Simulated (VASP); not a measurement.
Consider the following.

```
CdSe
1.0
    2.18861    -3.79078     0.00000
    2.18861     3.79078     0.00000
    0.00000     0.00000     7.13559
Cd Se
2 2
Cartesian
  2.18861  -1.26360   3.56821
  2.18861   1.26360   0.00042
  2.18861  -1.26360   6.25036
  2.18861   1.26360   2.68257
```

All values below come from optB88-vdW, VASP's PBE PAW potentials (set 64) (plane waves; VASP). Numerical set-up: 520 eV cut-off, 7×7×4 Γ-centred mesh, tetrahedra with Blöchl corrections, potentials Cd Se.

**Question.** What does the run give for the energy per atom (σ→0)?

**Answer.** 
```json
{
 "energy per atom (σ→0)": "-0.260 eV/atom"
}
```

The absolute energy has meaning only against runs of the same code, potentials and settings.

The compound is CdSe in the wurtzite structure. It was relaxed first, which changed the volume by +5 %.
